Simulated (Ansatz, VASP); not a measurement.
# Cross-check of ZrB2 (ZrB2 strained to the junction's net) between VASP and Ansatz

One calculation is typed for both programs; each brings its own data sets. How far apart do they land? The structure shown is the end of the Ansatz relaxation below.

Calculated with Ansatz 0.2.0; plane waves, with VASP 6.6.1 beside it; single point at PBE.

## Step 1: The starting structure

It takes space group P6/mmm (No. 191, hexagonal). The conventional cell has a = 3.125 Å, b = 3.125 Å, c = 3.571 Å, α = 90.00°, β = 90.00°, γ = 120.00°. Nearest to Zr lie 12 B at 2.54 Å. Nearest to B lie 3 B at 1.80 Å and 6 Zr at 2.54 Å. Farther neighbours are not listed.

Coordinates:

```cif
data_structure
_symmetry_space_group_name_H-M 'P6/mmm'
_symmetry_Int_Tables_number 191
_cell_length_a 3.1250
_cell_length_b 3.1250
_cell_length_c 3.5713
_cell_angle_alpha 90.000
_cell_angle_beta 90.000
_cell_angle_gamma 120.000
_cell_volume 30.20
loop_
_atom_site_label
_atom_site_type_symbol
_atom_site_symmetry_multiplicity
_atom_site_Wyckoff_symbol
_atom_site_fract_x
_atom_site_fract_y
_atom_site_fract_z
_atom_site_occupancy
Zr1 Zr 1 a 0.00000 0.00000 0.00000 1
B1 B 2 d 0.33333 0.66667 0.50000 1
```

## Step 2: Ansatz: relaxation, PBE

Ansatz runs on its default PAW (the set named soft_2) files.

This run makes the geometry at which the two programs are then compared.

Input file input.yaml:

```yaml
crystal:
  lattice:
    - [3.125, 0.0, 0.0]
    - [-1.5625, 2.7063293868, 0.0]
    - [0.0, 0.0, 3.5929795597]
  atoms:
    - { symbol: Zr, position: [0.0, 0.0, 0.0] }
    - { symbol: B, position: [0.3333333333, 0.6666666667, 0.5] }
    - { symbol: B, position: [0.6666666667, 0.3333333333, 0.5] }
kpoints:
  mp_grid: { grid: [12, 12, 9] }
scf:
  occupations: { method: fermi_dirac, width: 0.1 }
  max_iter: 150
hamiltonian:
  xc: pbe
relax:
  f_tol: 0.01
  max_steps: 40
  cell: { fix: [a, b, angles] }
```

Run with:

```console
ansatz run input.yaml --threads 4 --pin off --max-ram 12288MiB --backend cpu --events-out ev --progress --plain --runs-dir out
```

Numbers of over 12 decimals in the logs are rounded to 6 here.

The log of the run:

```text
Engine: ansatz 0.2.0, aarch64-unknown-linux-gnu
Pseudopotentials: kind: paw
Pseudopotential: Zr, paw, valence charge 12, recommended cutoff 420 eV (normal), Zr.paw.azcp
Pseudopotential: B, paw, valence charge 3, recommended cutoff 420 eV (normal), B.paw.azcp
Functional definition: PBE
  parameter kappa = 0.804
  parameter beta = 0.066725
  exchange = pbe_x(kappa = kappa, mu = beta*pi^2/3)
  correlation = pbe_c(beta = beta)
Crystal: 3 atoms, lattice volume = 30.387 Å³
Basis set: ecut = 420 eV, 565 PW (Γ), exchange–correlation on 48×48×50 points (8 copies of the dense FFT grid, shifted against one another)
Bands: 13, of which v1, the nominal top of the filled ones, is band 9 counted from 1 (8 counted from 0)
Symmetry: 24 space group operations
Space group: P6/mmm (ITA 191), of the structure as read, at distance tolerance 3.1e-5 Å
k-points: 95 of 1296
Non-local potential: Zr, projectors of the file, l = 0: 3, l = 1: 2, l = 2: 2, l = 3: 2
Non-local potential: B, projectors of the file, l = 0: 2, l = 1: 2, l = 2: 1
PAW form: soft (Blöchl's): semilocal exchange-correlation on the pseudo side does not see the compensation charge
PAW one-centre angular grid: Zr, 590 points (default); XC on 64 Gauss nodes
PAW one-centre angular grid: B, 110 points (default); XC on 64 Gauss nodes
Initial density: superposition of atomic densities (neutral atoms: chi_scale 0, normalization atom), corrected by the library's trained network
Initial wavefunctions: pseudopotential atomic-orbital guess
Functional: x = pbe(κ = 0.804, μ = 0.219515), c = pbe(β = 0.066725)
SCF iter   1: F=—  HF=-4498.703607 eV  |F-HF|=—  |Δ(HF+E_count)|=         —  Δρ=1.24e-3  dr2=2.37e-4  ethr=1.77e-3  ⟨swp⟩=4.8  Hψ=6023  notcnv=0
preconditioner: auto → none  [metal: Δε(μ)=0.064 eV  Ē_g=8.881 eV  σ=0.100 eV  W_gap=0.16  n_scr=8 (ndim 8)  ℏωp=21.3 eV  f_vac=0.000  D(μ)=0.23/eV (n_scr^D=0)  sad-step TF]
SCF iter   2: F=—  HF=-4498.703595 eV  |F-HF|=—  |Δ(HF+E_count)|=   1.17e-5  Δρ=7.01e-4  dr2=1.12e-4  ethr=1.32e-6  ⟨swp⟩=2.0  Hψ=2755  notcnv=0
SCF iter   3: F=—  HF=-4498.703616 eV  |F-HF|=—  |Δ(HF+E_count)|=   2.14e-5  Δρ=2.54e-4  dr2=1.61e-5  ethr=6.21e-7  ⟨swp⟩=2.3  Hψ=1942  notcnv=0
SCF iter   4: F=—  HF=-4498.703612 eV  |F-HF|=—  |Δ(HF+E_count)|=   4.78e-6  Δρ=8.52e-5  dr2=1.35e-6  ethr=8.94e-8  ⟨swp⟩=2.9  Hψ=2103  notcnv=0
SCF iter   5: F=—  HF=-4498.703611 eV  |F-HF|=—  |Δ(HF+E_count)|=   4.43e-7  Δρ=2.46e-5  dr2=1.38e-7  ethr=7.52e-9  ⟨swp⟩=2.0  Hψ=2090  notcnv=0
SCF iter   6: F=-4498.703611 eV  HF=-4498.703611 eV  |F-HF|=7.11e-9  |Δ(HF+E_count)|=   5.24e-8  Δρ=6.18e-6  dr2=8.91e-9  ethr=5.56e-10  ⟨swp⟩=3.9  Hψ=3535  notcnv=0
SCF 1 converged in 6 iterations: F = -4498.703611 eV  dr2 = 8.91e-9
  greatest PAW one-centre occupation: 0.996 electrons in one spin orbital (limit 2), on the Zr atom at site 0 (counted from 0), in its partial waves of l = 0
relax step   1: F+E_penalty+E_count = -4498.70361118 eV  Δ(F+E_penalty+E_count) = +0.000e0 eV  max|allowed force component| = 2.961e-16 eV/Å  Δτ_max = 0.0000 Å  P = +4.207 GPa  Ω = 30.387 Å³  fix = [a, b, alpha, beta, gamma]  reactions: a +7.660, b +7.660 GPa  (6 SCF iters, dr2 threshold 1.00e-7 eV, accepted)
[...]
relax step   4: F+E_penalty+E_count = -4498.70518975 eV  Δ(F+E_penalty+E_count) = +2.009e-4 eV  max|allowed force component| = 3.824e-16 eV/Å  Δτ_max = 0.0000 Å  P = +5.603 GPa  Ω = 30.207 Å³  fix = [a, b, alpha, beta, gamma]  reactions: a +8.433, b +8.433 GPa  stress off target by 5.65e-2 GPa on what of the cell is left free  SCF on the basis re-selected at this cell (its energy is not comparable with the rows above)  (8 SCF iters)
[...]
relax step   5: F+E_penalty+E_count = -4498.70519528 eV  Δ(F+E_penalty+E_count) = -5.528e-6 eV  max|allowed force component| = 2.159e-16 eV/Å  Δτ_max = 0.0000 Å  P = +5.633 GPa  Ω = 30.204 Å³  energy of the carried Pulay correction = +4.867e-6 eV  fix = [a, b, alpha, beta, gamma]  reactions: a +8.450, b +8.450 GPa  (6 SCF iters, dr2 threshold 7.99e-9 eV, accepted)
[...]
relax step   6: F+E_penalty+E_count = -4498.70518835 eV  Δ(F+E_penalty+E_count) = +6.930e-6 eV  max|allowed force component| = 2.220e-16 eV/Å  Δτ_max = 0.0000 Å  P = +5.633 GPa  Ω = 30.204 Å³  fix = [a, b, alpha, beta, gamma]  reactions: a +8.450, b +8.450 GPa  stress off target by 1.17e-3 GPa on what of the cell is left free  SCF on the basis re-selected at this cell (its energy is not comparable with the rows above)  (7 SCF iters)
basis re-selected at this cell: Δ(F+E_penalty+E_count) = +6.930e-6 eV, ΔP = -0.000 GPa vs the last step (what re-selecting the basis moved, of the pressure what is left beyond the Pulay correction that the steps carried, after the strain that the cell walked since its last selection, with what the two solves' SCF thresholds leave and, on support functions, any second-order correction that the steps lacked; it is no m [...]
SCF converged after 7 iterations
Free energy (F): -4498.705188 eV
Harris-Foulkes:  -4498.705188 eV  (|F-HF|=0.00e0)
Internal energy: -4498.697372 eV  (E = F + TS)
E sigma→0 (E₀):  -4498.701280 eV
Entropy (-TS):   -0.007816 eV (-2.605 meV/atom)
Fermi energy:    16.111992 eV
--- Per-component energies (eV) ---
  E_band       = -20.120226
  E_kinetic    = 437.065532
  E_local      = -548.161312  (includes V_loc(G=0)·N_el)
  E_nonlocal   = 100.791282
  E_hartree    = 173.853480
  E_xc         = -229.545248
  E_vxc        = -272.123835  (∫ρ·V_xc dr)
  E_paw        = -3111.004202  (= ΣΔE_a)
  E_vpaw       = -85.398863  (= ΣTr[D̂ρ^β])
  E_aug_tail   = 0.000018  (compensation charges beyond the density's cutoff)
  E_ewald      = -1321.696921
  E_smearing   = -0.007816  (= −TS)
  E_closure    = 0.000000  (closes the sum)
  Σ components = -4498.705188   (vs F -4498.705188, Δ=0.00e0)
--- Forces (eV/Å), atoms counted from 1 ---
  atom   1  Zr    -0.00000000     0.00000000     0.00000000
  atom   2  B     -0.00000000    -0.00000000     0.00000000
  atom   3  B      0.00000000     0.00000000     0.00000000
  max |Σ_I F_I| component: 2.65e-31 eV/Å
--- Stress (GPa, compression-positive) ---
        8.449526       0.000000      -0.000000
        0.000000       8.449526       0.000000
       -0.000000       0.000000      -0.001167
  P = ⅓ Tr σ = 5.6326 GPa (56.326 kbar)
--- Relaxed structure (4 steps of the walk, 4 accepted, 2 SCFs on fresh bases) ---
  F+E_penalty+E_count = -4498.70518835 eV   max|allowed force component| = 2.220e-16 eV/Å   (the final SCF, on the basis selected at the relaxed cell)
  cell:  # Å, volume = 30.2038 Å³
    - [3.125000, 0, 0]
    - [-1.562500, 2.706329, 0]
    - [0, 0, 3.571338]
  atoms:
    - { symbol: Zr, position: [0, 0, 0] }
    - { symbol: B, position: [0.333333, 0.666667, 0.5] }
    - { symbol: B, position: [0.666667, 0.333333, 0.5] }
```

In the SCF lines HF is the Harris–Foulkes energy and dr2 the Hartree energy of the density residual, in eV; the loop may stop once dr2 is under the threshold and the program's other checks hold. Hψ counts applications of the Hamiltonian.

## Step 3: VASP: single point, PBE

The same cell, functional, mesh and smearing now go to VASP, with its own data sets.

Lines of VASP's logs that name or quote its potential files are left out, and so is its time.

Input file INCAR:

```
SYSTEM = ZrB2
PREC = Accurate
ENCUT = 500
EDIFF = 1E-06
NELM = 120
ISMEAR = -1
SIGMA = 0.1
LREAL = .FALSE.
ALGO = Normal
GGA = PE
NBANDS = 15
LASPH = .TRUE.
LORBIT = 11
LWAVE = .FALSE.
LCHARG = .FALSE.
ISIF = 2
GGA_COMPAT = .FALSE.
```

Input file POSCAR:

```
ZrB2
1.0
    3.1250000000      0.0000000000      0.0000000000
   -1.5625000000      2.7063293868      0.0000000000
    0.0000000000      0.0000000000      3.5713383221
Zr B
1 2
Direct
    0.0000000000      0.0000000000      0.0000000000
    0.3333333333      0.6666666667      0.5000000000
    0.6666666667      0.3333333333      0.5000000000
```

Input file KPOINTS:

```
Automatic mesh
0
Gamma
12 12 9
0 0 0
```

Potentials, in the order of the species: Zr_sv and B (PBE family, release 64).

Run with:

```console
mpirun -np 1 vasp_std
```

The log of the run:

```text
[banner, memory and clock lines left out]
running    1 mpi-ranks, on    1 nodes
 distrk:  each k-point on    1 cores,    1 groups
 distr:  one band on    1 cores,    1 groups

 POSCAR found type information on POSCAR ZrB
 POSCAR found :  2 types and       3 ions
 LDA part: xc-table for (Slater+PW92), standard interpolation
 POSCAR, INCAR and KPOINTS ok, starting setup
 FFT: planning ... GRIDC
 FFT: planning ... GRID_SOFT
 FFT: planning ... GRID
 WAVECAR not read
 entering main loop
       N       E                     dE             d eps       ncg     rms          rms(c)
DAV:   1     0.101949503144E+03    0.10195E+03   -0.95427E+03  2850   0.116E+03
DAV:   2    -0.234136402188E+02   -0.12536E+03   -0.12045E+03  3655   0.300E+02
DAV:   3    -0.277016248850E+02   -0.42880E+01   -0.42622E+01  4590   0.476E+01
DAV:   4    -0.277743403975E+02   -0.72716E-01   -0.72705E-01  3306   0.564E+00
DAV:   5    -0.277757318641E+02   -0.13915E-02   -0.13914E-02  4398   0.575E-01    0.220E+01
DAV:   6    -0.249986626368E+02    0.27771E+01   -0.66470E+00  3492   0.177E+01    0.892E+00
DAV:   7    -0.249623368060E+02    0.36326E-01   -0.72413E-01  4170   0.538E+00    0.330E+00
DAV:   8    -0.249655455439E+02   -0.32087E-02   -0.10205E-01  3428   0.272E+00    0.521E-01
DAV:   9    -0.249613238661E+02    0.42217E-02   -0.22197E-02  3628   0.114E+00    0.206E-01
DAV:  10    -0.249610116237E+02    0.31224E-03   -0.15605E-03  3372   0.376E-01    0.386E-02
DAV:  11    -0.249610228114E+02   -0.11188E-04   -0.66148E-05  3917   0.794E-02    0.112E-02
DAV:  12    -0.249610211159E+02    0.16955E-05   -0.28429E-06  3278   0.124E-02    0.482E-03
DAV:  13    -0.249610212036E+02   -0.87644E-07   -0.28115E-07  1663   0.517E-03
   1 F= -.24961021E+02 E0= -.24957114E+02  d E =-.781341E-02
```

Parts of OUTCAR (step 3):

```text
ion  position               nearest neighbor table
   1  0.000  0.000  0.000-   2 2.54   3 2.54   2 2.54   3 2.54   2 2.54   2 2.54   3 2.54   3 2.54
                             3 2.54   3 2.54   2 2.54   2 2.54
   2  0.333  0.667  0.500-   3 1.80   3 1.80   3 1.80   1 2.54   1 2.54   1 2.54   1 2.54   1 2.54
                             1 2.54
   3  0.667  0.333  0.500-   2 1.80   2 1.80   2 1.80   1 2.54   1 2.54   1 2.54   1 2.54   1 2.54
                             1 2.54

  LATTYP: Found a hexagonal cell.
 ALAT       =     3.1250000000
 C/A-ratio  =     1.1428282631

 Subroutine GETGRP returns: Found 24 space group operations
 (whereof 24 operations were pure point group operations)

The static configuration has the point symmetry D_6h.

 Found     95 irreducible k-points:

   k-points           NKPTS =     95   k-points in BZ     NKDIM =     95   number of bands    NBANDS=     15

   dimension x,y,z NGX =    24 NGY =   24 NGZ =   28
   dimension x,y,z NGXF=    48 NGYF=   48 NGZF=   56

   ENCUT  =  500.0 eV  36.75 Ry    6.06 a.u.   5.70  5.70  6.51*2*pi/ulx,y,z

   NELECT =      18.0000    total number of electrons

 k-points in reciprocal lattice and weights: Automatic mesh
   0.00000000  0.00000000  0.00000000       0.001
   0.08333333  0.00000000  0.00000000       0.005
   0.16666667  0.00000000  0.00000000       0.005
   0.25000000  0.00000000  0.00000000       0.005
   0.33333333  0.00000000  0.00000000       0.005
   0.41666667  0.00000000  0.00000000       0.005
   0.50000000  0.00000000  0.00000000       0.002
   0.08333333  0.08333333  0.00000000       0.005
   0.16666667  0.08333333  0.00000000       0.009
[...]
0.33333333  0.25000000  0.44444444       0.019
   0.33333333  0.33333333  0.44444444       0.003

 average (electrostatic) potential at core
       1 -72.5954       2 -21.7192       3 -21.7192

 E-fermi :  10.7478

 k-point     1 :       0.0000    0.0000    0.0000
  band No.  band energies     occupation
    ...
      5      -2.1232      2.00000
      6       8.0220      2.00000
      7       8.1872      2.00000
      8       8.2320      2.00000
      9       8.2320      2.00000
     10      14.2209      0.00000
     11      14.2209      0.00000
     12      14.7833      0.00000
     13      14.7833      0.00000
     14      16.0645      0.00000
    ...

 k-point     2 :       0.0833    0.0000    0.0000
  band No.  band energies     occupation
    ...
      5      -1.9812      2.00000
      6       7.8141      2.00000
      7       8.0348      2.00000
      8       8.1726      2.00000
      9       8.2311      2.00000
     10      14.0581      0.00000
     11      14.1270      0.00000
     12      14.3604      0.00000
     13      14.4320      0.00000
     14      16.5684      0.00000
    ...

 k-point     3 :       0.1667    0.0000    0.0000
  band No.  band energies     occupation
    ...
      5      -1.5719      2.00000
      6       6.8245      2.00000
      7       7.6708      2.00000
      8       8.1925      2.00000
      9       8.5144      2.00000
     10      13.1138      0.00000
     11      13.8845      0.00000
     12      14.0644      0.00000
     13      14.7316      0.00000
     14      16.9713      0.00000
    ...

  Total        1.6223308      1.6223308      0.0423424      0.0000000     -0.0000000      0.0000000
  in kB       86.0574218     86.0574218      2.2460748      0.0000000     -0.0000000      0.0000000
  external PRESSURE =      58.1203061 kB  Pullay stress =       0.0000000 kB

  energy-cutoff  :      500.00
  volume of cell :       30.20
      direct lattice vectors                 reciprocal lattice vectors
     3.125000000  0.000000000  0.000000000     0.320000000  0.184752086  0.000000000
    -1.562500000  2.706329387  0.000000000     0.000000000  0.369504172  0.000000000
     0.000000000  0.000000000  3.571338322     0.000000000  0.000000000  0.280007076

 POSITION                                       TOTAL-FORCE (eV/Angst)
 -----------------------------------------------------------------------------------
      0.00000      0.00000      0.00000        -0.000000      0.000000      0.000000
     -0.00000      1.80422      1.78567        -0.000000      0.000000      0.000000
      1.56250      0.90211      1.78567         0.000000      0.000000      0.000000
 -----------------------------------------------------------------------------------
    total drift:                               -0.000000      0.000000      0.000000

  FREE ENERGIE OF THE ION-ELECTRON SYSTEM (eV)
  ---------------------------------------------------
  free  energy   TOTEN  =       -24.9610212036 eV

  energy  without entropy=      -24.9532077889  energy(sigma->0) =      -24.95711450

 total charge
# of ion       s       p       d       tot
------------------------------------------
    1        2.173   6.032   1.788   9.993
    2        0.672   1.267   0.000   1.939
    3        0.672   1.267   0.000   1.939
--------------------------------------------------
tot          3.517   8.566   1.788  13.871

[... 3 further parts left out ...]
```

The run ends at a pressure of 5.81 GPa.

## Step 4: Differences

Known differences besides the potentials themselves: the cutoff is 420 eV in Ansatz and 500 eV in VASP; Ansatz's pressure holds a Pulay correction, VASP's none. Total energies have different zeros and are not compared.

The two programs side by side:

```
      quantity  Ansatz  VASP  difference
pressure (GPa)    5.63  5.81       -0.18
```

## Step 5: Outcome

```yaml
difference_in_pressure_single_point_pbe: -0.18 GPa
```

The difference in pressure is -0.18 GPa (single point, PBE), within the 1 GPa picked in this series as the mark of a large difference. How closely two codes agree says nothing of how well the functional describes the real material.

[Lines on the potential files, build, host, timing and source positions are cut from VASP's logs without a mark.]

[Logs are printed without paths, hosts, clocks, repeated set-up lines and the standing remarks that a program may print on its own settings, such as how far it seeks lower states.]

[Hosts, paths, dates, database ids (printed as entryN), source tags and the programs' standing remarks are cut or masked in the printed files.]
